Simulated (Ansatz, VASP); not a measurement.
**TePbS (1T-PbSTe bilayer, AA): VASP beside Ansatz**

Aim: how closely do two programs agree when they are given the same cell, functional and k mesh? The structure shown is the start of the Ansatz relaxation below; VASP solves that cell, so the two are compared at the walk's first step.

Method: plane waves, with VASP 6.6.1 beside it; single point at PBE with D3(BJ), in Ansatz 0.2.0.

## Step 1: The starting structure

The cell holds 6 atoms: 2 Te, 2 Pb and 2 S. Its edges and angles: a = 3.646 Å, b = 3.646 Å, c = 48.615 Å, α = 90.0°, β = 90.0°, γ = 120.0°. Vacuum lies along c.

## Step 2: Ansatz: relaxation, PBE with D3(BJ)

Ansatz runs on its default PAW (the set named soft_2) files.

The two programs are compared at the cell with which this relaxation starts, whose forces are those of its first step.

input.yaml

```yaml
crystal:
  lattice:
    - [3.645692, 0.0, 0.0]
    - [-1.822846, 3.1572618864, 0.0]
    - [0.0, 0.0, 48.615463082]
  atoms:
    - { symbol: Te, position: [0.6666666667, 0.3333333333, 0.4093347824] }
    - { symbol: Pb, position: [0.0, 0.0, 0.4445769103] }
    - { symbol: S, position: [0.3333333333, 0.6666666667, 0.4676029004] }
    - { symbol: Te, position: [0.6666666667, 0.3333333333, 0.5323970996] }
    - { symbol: Pb, position: [0.0, 0.0, 0.5676392276] }
    - { symbol: S, position: [0.3333333333, 0.6666666667, 0.5906652176] }
  periodic: [true, true, false]
kpoints:
  mp_grid: { grid: [12, 12, 1] }
hamiltonian:
  xc: pbe
  dispersion: d3bj
scf:
  occupations: { method: fermi_dirac, width: 0.05 }
  convergence: { dr2_threshold: 1.0e-09 }
relax:
  f_tol: 0.004
  max_steps: 90
  cell: {}
output:
  write_potential: true
  write_density: true
  volumetric_format: npy
```

The run is started by

```console
$ ansatz run input.yaml --threads 4 --pin off --max-ram 6144MiB --backend cpu --events-out ev --progress --plain --runs-dir out
```

Numbers of over 12 decimals in the logs are rounded to 6 here.

What it wrote:

```text
Warning: relax.cell: scf.convergence.dr2_threshold = 1e-9 eV is looser than the 1.69481159858e-10 eV advised for a relaxation that steers and ends on the stress (1e-10 eV for each atom of the cell: 6, times the square of relax.cell.stress_2d_tol = 0.05 N/m over 18.8 Å (the atoms' height at the walk's start and 5 Å past either face), 2.657e-2 GPa, over a crystal's default 0.05). What an SCF threshold leaves in a stress goes as its square root, and in the free energy as the threshold itself, and one threshold admits the most on a small cell: [figures from the program's tests cut] Set scf.convergence.dr2_threshold to 1.69481159858e-10 eV or tighter. [rest of the remark cut]
Engine: ansatz 0.2.0, x86_64-unknown-linux-gnu
Pseudopotentials: kind: paw
Pseudopotential: Te, paw, valence charge 16, recommended cutoff 420 eV (normal), Te.paw.azcp
Pseudopotential: Pb, paw, valence charge 14, recommended cutoff 420 eV (normal), Pb.paw.azcp
Pseudopotential: S, paw, valence charge 6, recommended cutoff 420 eV (normal), S.paw.azcp
Functional definition: PBE
  parameter kappa = 0.804
  parameter beta = 0.066725
  exchange = pbe_x(kappa = kappa, mu = beta*pi^2/3)
  correlation = pbe_c(beta = beta)
Crystal: 6 atoms, lattice volume = 559.584 Å³
Basis set: ecut = 420 eV, 10771 PW (Γ), exchange–correlation on 50×50×720 points (8 copies of the dense FFT grid, shifted against one another)
Bands: 44, of which v1, the nominal top of the filled ones, is band 36 counted from 1 (35 counted from 0)
Symmetry: 6 space group operations
Space group: P3m1 (ITA 156), of the structure as read, at distance tolerance 8.2e-5 Å
k-points: 19 of 144 (time reversal used)
Non-local potential: Te, projectors of the file, l = 0: 2, l = 1: 2, l = 2: 2, l = 3: 2
Non-local potential: Pb, projectors of the file, l = 0: 2, l = 1: 2, l = 2: 2, l = 3: 2
Non-local potential: S, projectors of the file, l = 0: 2, l = 1: 2, l = 2: 2
PAW form: soft (Blöchl's): semilocal exchange-correlation on the pseudo side does not see the compensation charge
PAW one-centre angular grid: Te, 590 points (default); XC on 64 Gauss nodes
PAW one-centre angular grid: Pb, 590 points (default); XC on 64 Gauss nodes
PAW one-centre angular grid: S, 110 points (default); XC on 64 Gauss nodes
Initial density: superposition of atomic densities (neutral atoms: chi_scale 0, normalization atom), corrected by the library's trained network
Initial wavefunctions: pseudopotential atomic-orbital guess
Functional: x = pbe(κ = 0.804, μ = 0.219515), c = pbe(β = 0.066725)
SCF iter   1: F=—  HF=-39572.678125 eV  |F-HF|=—  |Δ(HF+E_count)|=         —  Δρ=2.00e-3  dr2=8.59e-1  ethr=1.77e-3  ⟨swp⟩=20.9  Hψ=7440  notcnv=0  defer=14
preconditioner: auto → LDOS  [metal: Δε(μ)=0.049 eV  Ē_g=14.523 eV  σ=0.050 eV  W_gap=0.23  n_scr=28 (ndim 8)  ℏωp=11.3 eV  f_vac=0.739  D(μ)=2.46/eV (n_scr^D=12)  β→1.0]
SCF iter   2: F=—  HF=-39572.660991 eV  |F-HF|=—  |Δ(HF+E_count)|=   1.71e-2  Δρ=4.68e-4  dr2=5.54e-3  ethr=1.19e-3  ⟨swp⟩=3.1  Hψ=1109  notcnv=0  defer=29
SCF iter   3: F=—  HF=-39572.660057 eV  |F-HF|=—  |Δ(HF+E_count)|=   9.34e-4  Δρ=2.45e-4  dr2=7.89e-4  ethr=7.69e-6  ⟨swp⟩=4.2  Hψ=2322  notcnv=0  defer=30
SCF iter   4: F=—  HF=-39572.659982 eV  |F-HF|=—  |Δ(HF+E_count)|=   7.51e-5  Δρ=1.13e-4  dr2=1.73e-4  ethr=1.10e-6  ⟨swp⟩=2.9  Hψ=1708  notcnv=0  defer=30
SCF iter   5: F=—  HF=-39572.659944 eV  |F-HF|=—  |Δ(HF+E_count)|=   3.75e-5  Δρ=1.88e-5  dr2=4.62e-6  ethr=2.40e-7  ⟨swp⟩=3.1  Hψ=1768  notcnv=0  defer=30
SCF iter   6: F=—  HF=-39572.659966 eV  |F-HF|=—  |Δ(HF+E_count)|=   2.16e-5  Δρ=6.43e-6  dr2=9.28e-7  ethr=6.41e-9  ⟨swp⟩=3.6  Hψ=1839  notcnv=0  defer=30
SCF iter   7: F=—  HF=-39572.659966 eV  |F-HF|=—  |Δ(HF+E_count)|=   1.80e-7  Δρ=4.08e-6  dr2=1.45e-7  ethr=1.29e-9  ⟨swp⟩=2.8  Hψ=1558  notcnv=0  defer=30
SCF iter   8: F=—  HF=-39572.659966 eV  |F-HF|=—  |Δ(HF+E_count)|=   5.89e-9  Δρ=8.78e-7  dr2=9.74e-9  ethr=2.01e-10  ⟨swp⟩=3.2  Hψ=1912  notcnv=0  defer=30
SCF iter   9: F=—  HF=-39572.659966 eV  |F-HF|=—  |Δ(HF+E_count)|=   1.68e-8  Δρ=3.59e-7  dr2=1.66e-9  ethr=1.39e-12  ⟨swp⟩=14.1  Hψ=7563  notcnv=0
SCF iter  10: F=-39572.659966 eV  HF=-39572.659966 eV  |F-HF|=1.72e-9  |Δ(HF+E_count)|=   3.35e-9  Δρ=1.07e-7  dr2=5.80e-11  ethr=1.39e-12  ⟨swp⟩=11.2  Hψ=6261  notcnv=0
SCF 1 converged in 10 iterations: F = -39572.659966 eV  dr2 = 5.80e-11
[...]
SCF iter   1: F=—  HF=-39578.551684 eV  |F-HF|=—  |Δ(HF+E_count)|=         —  Δρ=1.33e-4  dr2=4.23e-6  ethr=1.37e-6  ⟨swp⟩=5.7  Hψ=8960  notcnv=0
eigensolver tolerance schedule: the retry pair's looser diagonalisation over-reported the residual by 232.01 of it (diagonalisation noise at 0.11 of the residual, at the tolerance the schedule requests for it); recorded, not acted on — ethr = c·dr2/N_el stays at c = 1.0e-1
preconditioner: auto → LDOS  [metal: Δε(μ)=0.078 eV  Ē_g=12.624 eV  σ=0.050 eV  W_gap=0.37  n_scr=28 (ndim 8)  ℏωp=10.9 eV  f_vac=0.706  D(μ)=4.61/eV (n_scr^D=18)  β→1.0]
SCF iter   2: F=—  HF=-39578.555112 eV  |F-HF|=—  |Δ(HF+E_count)|=   3.43e-3  Δρ=1.32e-5  dr2=9.35e-7  ethr=5.88e-9  ⟨swp⟩=4.1  Hψ=2159  notcnv=0
SCF iter   3: F=—  HF=-39578.555101 eV  |F-HF|=—  |Δ(HF+E_count)|=   1.10e-5  Δρ=4.56e-6  dr2=6.93e-8  ethr=1.30e-9  ⟨swp⟩=2.6  Hψ=1809  notcnv=0
SCF iter   4: F=—  HF=-39578.555111 eV  |F-HF|=—  |Δ(HF+E_count)|=   9.81e-6  Δρ=7.82e-7  dr2=7.67e-9  ethr=9.63e-11  ⟨swp⟩=3.9  Hψ=2204  notcnv=0
SCF iter   5: F=—  HF=-39578.555111 eV  |F-HF|=—  |Δ(HF+E_count)|=   6.99e-7  Δρ=3.28e-7  dr2=1.46e-9  ethr=1.39e-12  ⟨swp⟩=18.1  Hψ=7621  notcnv=0
SCF iter   6: F=-39578.555111 eV  HF=-39578.555111 eV  |F-HF|=1.62e-8  |Δ(HF+E_count)|=   1.34e-8  Δρ=8.24e-8  dr2=1.18e-10  ethr=1.39e-12  ⟨swp⟩=9.9  Hψ=5028  notcnv=0
SCF 11 converged in 6 iterations: F = -39578.555111 eV  dr2 = 1.18e-10
relax step  11: F+E_penalty+E_count = -39578.55511150 eV  Δ(F+E_penalty+E_count) = -1.399e-3 eV  max|allowed force component| = 1.852e-3 eV/Å  Δτ_max = 0.0000 Å  P = -0.019 N/m  Ω = 601.744 Å³  fix = [c, alpha, beta]  reactions: c -0.000 N/m  stress off target by 1.90e-2 N/m on what of the cell is left free  SCF on the basis re-selected at this cell (its energy is not comparable with the rows above)  (6 SCF iters)
basis re-selected at this cell: Δ(F+E_penalty+E_count) = -1.399e-3 eV, ΔP = -0.008 N/m vs the last step (what re-selecting the basis moved, of the pressure what is left beyond the Pulay correction that the steps carried, after the strain that the cell walked since its last selection, with what the two solves' SCF thresholds leave and, on support functions, any second-order correction that the steps lacked; it is no measure of the basis error at this ecutwfc). The dense FFT grid was sized anew with the basis: this SCF ran on 27×27×360 points, the steps before it on 25×25×360, so part of this shift can come from that change (see relax.cell in the input reference). [rest of the remark cut]
WARN: The input density's exchange-correlation potential varies sharply where the density is thin. Do not read a vacuum level from v_tot or v_xc, or from such a field of the output density. On a cell that repeats whose density bears no net charge and no dipole along the vacuum's axis use v_es (v_loc + v_h of the components); under efield.dipole_correction with no amplitude use v_es + v_field, which holds any external [...]
SCF converged after 6 iterations
Free energy (F): -39578.555111 eV
Harris-Foulkes:  -39578.555111 eV  (|F-HF|=1.62e-8)
Internal energy: -39578.517951 eV  (E = F + TS)
E sigma→0 (E₀):  -39578.536531 eV
Entropy (-TS):   -0.037161 eV (-6.193 meV/atom)
Fermi energy:    -5.547462 eV
--- Per-component energies (eV) ---
  E_band       = -1634.379865
  E_kinetic    = 1148.744495
  E_local      = -307804.490030  (includes V_loc(G=0)·N_el)
  E_nonlocal   = 137.760746
  E_hartree    = 153484.236544
  E_xc         = -881.703189
  E_vxc        = -644.512835  (∫ρ·V_xc dr)
  E_paw        = -31337.135161  (= ΣΔE_a)
  E_vpaw       = -1440.357280  (= ΣTr[D̂ρ^β])
  E_aug_tail   = -0.000235  (compensation charges beyond the density's cutoff)
  E_ewald      = 145676.065521
  E_disp       = -1.996641  (pairwise vdW)
  E_smearing   = -0.037161  (= −TS)
  E_closure    = -0.000000  (closes the sum)
  Σ components = -39578.555111   (vs F -39578.555111, Δ=0.00e0)
--- Forces (eV/Å), atoms counted from 1 ---
  atom   1  Te     0.00000000    -0.00000000     0.00074436
  atom   2  Pb     0.00000000     0.00000000    -0.00014479
  atom   3  S      0.00000000    -0.00000000    -0.00185269
  atom   4  Te     0.00000000     0.00000000     0.00124081
  atom   5  Pb     0.00000000     0.00000000    -0.00150066
  atom   6  S     -0.00000000     0.00000000     0.00151060
  max |Σ_I F_I| component: 2.38e-6 eV/Å
--- 2D stress c σ (N/m, compression-positive) ---
       -0.018961       0.000000       0.000000
        0.000000      -0.018961       0.000000
        0.000000       0.000000      -0.000000
  P = ½ c Tr σ = -0.0190 N/m
--- Band table (eV; the first three rows and the last of 19) ---
  k-point 0: bands = [... 32 lower, -5.9412, -4.5847, -4.5847, -4.5800, -4.3273, -4.3273, -2.4230, -1.5829, ... 4 higher]
  k-point 1: bands = [... 32 lower, -5.9546, -5.0427, -4.9038, -4.6642, -4.4389, -4.3067, -2.1261, -1.7111, ... 4 higher]
  k-point 2: bands = [... 32 lower, -6.3410, -5.9785, -5.0803, -4.9161, -4.6710, -4.6548, -2.2279, -1.7995, ... 4 higher]
  k-point 18: bands = [... 32 lower, -8.0461, -7.4327, -6.9762, -6.6131, -5.9101, -5.7953, -3.0456, -2.9890, ... 4 higher]
  the weakly bound empty levels are not read free of the cell's end (no_gap_told)
--- Relaxed structure (10 steps of the walk, 10 accepted, 1 SCFs on fresh bases) ---
  F+E_penalty+E_count = -39578.55511150 eV   max|allowed force component| = 1.852e-3 eV/Å   (the final SCF, on the basis selected at the relaxed cell)
  cell:  # Å, volume = 601.7436 Å³
    - [3.780535, 4.990179927276725e-18, 0]
    - [-1.890267, 3.274039, 0]
    - [0, 0, 48.615463082]
  atoms:
    - { symbol: Te, position: [0.666667, 0.333333, 0.392145] }
    - { symbol: Pb, position: [-6.116351991770707e-18, 0, 0.440446] }
    - { symbol: S, position: [0.333333, 0.666667, 0.476252] }
    - { symbol: Te, position: [0.666667, 0.333333, 0.520292] }
    - { symbol: Pb, position: [1.1920771968438281e-17, 0, 0.575691] }
    - { symbol: S, position: [0.333333, 0.666667, 0.607391] }
```

## Step 3: VASP: single point, PBE with D3(BJ), start cell

The same cell, functional, mesh and smearing now go to VASP, with its own data sets.

Lines of VASP's logs that name or quote its potential files are left out, and so is its time.

INCAR

```
SYSTEM = TePbS
PREC = Accurate
ENCUT = 400
EDIFF = 1E-06
NELM = 120
ISMEAR = -1
SIGMA = 0.05
LREAL = .FALSE.
ALGO = Normal
GGA = PE
IVDW = 12
NBANDS = 32
LORBIT = 11
LWAVE = .FALSE.
LCHARG = .FALSE.
ISIF = 2
LDIPOL = .TRUE.
IDIPOL = 3
DIPOL = 0.5 0.5 0.502
LVHAR = .TRUE.
LASPH = .TRUE.
GGA_COMPAT = .FALSE.
NELMDL = -8
KPAR = 2
```

POSCAR

```
TePbS
1.0
    3.6456920000      0.0000000000      0.0000000000
   -1.8228460000      3.1572620000      0.0000000000
    0.0000000000      0.0000000000     48.6154630000
Te Pb S
2 2 2
Direct
    0.6666667195      0.3333334389      0.4093347831
    0.6666667195      0.3333334389      0.5323971099
    0.0000000000      0.0000000000      0.4445769034
    0.0000000000      0.0000000000      0.5676392303
    0.3333332805      0.6666665611      0.4676029106
    0.3333332805      0.6666665611      0.5906652169
```

KPOINTS

```
Automatic mesh
0
Gamma
12 12 1
0 0 0
```

The projector-augmented-wave data sets are Te, Pb_d and S (PBE family, release 64).

The run is started by

```console
$ mpirun -np 2 vasp_std
```

What it wrote:

```text
[banner, memory and clock lines left out]
running    2 mpi-ranks, on    1 nodes
 distrk:  each k-point on    1 cores,    2 groups
 distr:  one band on    1 cores,    1 groups

 POSCAR found type information on POSCAR TePbS
 POSCAR found :  3 types and       6 ions
 LDA part: xc-table for (Slater+PW92), standard interpolation
 POSCAR, INCAR and KPOINTS ok, starting setup
 FFT: planning ... GRIDC
 FFT: planning ... GRID_SOFT
 FFT: planning ... GRID
 WAVECAR not read
 entering main loop
       N       E                     dE             d eps       ncg     rms          rms(c)
DAV:   1     0.462393678664E+03    0.46239E+03   -0.18049E+04  1472   0.101E+03
DAV:   2     0.347928115582E+02   -0.42760E+03   -0.42116E+03  1664   0.309E+02
DAV:   3    -0.136049554866E+02   -0.48398E+02   -0.47893E+02  1504   0.136E+02
DAV:   4    -0.159422301701E+02   -0.23373E+01   -0.23302E+01  1704   0.367E+01
DAV:   5    -0.160009091539E+02   -0.58679E-01   -0.58665E-01  1736   0.527E+00
DAV:   6    -0.160029058493E+02   -0.19967E-02   -0.19966E-02  1864   0.991E-01
DAV:   7    -0.160029382547E+02   -0.32405E-04   -0.32401E-04  1816   0.112E-01
DAV:   8    -0.160029390856E+02   -0.83092E-06   -0.83073E-06  1600   0.184E-02    0.178E+01
DAV:   9    -0.151742849993E+02    0.82865E+00   -0.15992E+00  1824   0.163E+01    0.110E+01
DAV:  10    -0.179540130296E+02   -0.27797E+01   -0.23670E+01  1976   0.165E+01    0.755E+00
DAV:  11    -0.154303212465E+02    0.25237E+01   -0.51357E+01  1912   0.145E+01    0.244E+00
DAV:  12    -0.151048863148E+02    0.32543E+00   -0.14807E+00  1688   0.608E+00    0.144E+00
DAV:  13    -0.150671981208E+02    0.37688E-01   -0.19818E-01  1632   0.222E+00    0.808E-01
DAV:  14    -0.150621940301E+02    0.50041E-02   -0.70208E-02  1640   0.109E+00    0.466E-01
[...]
DAV:  25    -0.150622507170E+02   -0.35220E-04   -0.39178E-06  1104   0.875E-03    0.311E-03
DAV:  26    -0.150622610660E+02   -0.10349E-04   -0.46067E-07  1056   0.425E-03    0.249E-03
DAV:  27    -0.150622701242E+02   -0.90581E-05   -0.30505E-07   976   0.297E-03    0.123E-03
DAV:  28    -0.150622778981E+02   -0.77739E-05   -0.49710E-07  1024   0.266E-03    0.136E-03
DAV:  29    -0.150622792767E+02   -0.13786E-05   -0.41311E-08  1032   0.139E-03    0.999E-04
DAV:  30    -0.150622812182E+02   -0.19415E-05   -0.18085E-08   912   0.917E-04    0.343E-04
DAV:  31    -0.150622835016E+02   -0.22834E-05   -0.28957E-08   968   0.732E-04    0.385E-04
DAV:  32    -0.150622841794E+02   -0.67782E-06   -0.91234E-09   896   0.528E-04
   1 F= -.17428648E+02 E0= -.17417566E+02  d E =-.221632E-01
```

(Continued in part 2 of 2.)

[Lines on the potential files, build, host, timing and source positions are cut from VASP's logs without a mark.]

[Logs are printed without paths, hosts, clocks, repeated set-up lines and the standing remarks that a program may print on its own settings, such as how far it seeks lower states.]

[Hosts, paths, dates, database ids (printed as entryN), source tags and the programs' standing remarks are cut or masked in the printed files.]
